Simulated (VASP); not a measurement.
Consider the following.

```xyz
2
Lattice="0.0000 3.3942 3.3942 3.3942 0.0000 3.3942 3.3942 3.3942 0.0000" Properties=species:S:1:pos:R:3 pbc="T T T"
Ag     0.0000     0.0000     0.0000
I      1.6971     1.6971     1.6971
```

Method: RPBE GGA, VASP's PBE PAW potentials (set 64) (plane waves; VASP 6.6.1). Numerical set-up: 520 eV cut-off, 8×8×8 Γ-centred mesh, tetrahedra with Blöchl corrections, potentials Ag I.

Unless said otherwise, spin-orbit coupling is left out, though it shifts the bands of the heavy elements here.

What does the run give for the energy per atom (σ→0), band gap (on the k-mesh) with the smallest direct gap where there is one?

| Property | Value |
|---|---|
| band gap (on the k-mesh) | 1.55 eV |
| smallest direct gap (on the k-mesh) | 1.55 eV |
| energy per atom (σ→0) | -2.079 eV/atom |

Total energies compare only between runs with the same potentials, cut-off and functional.

The compound is AgI in the zinc blende structure, whereas wurtzite is the usual form. It was relaxed first, which changed the volume by +14 %.
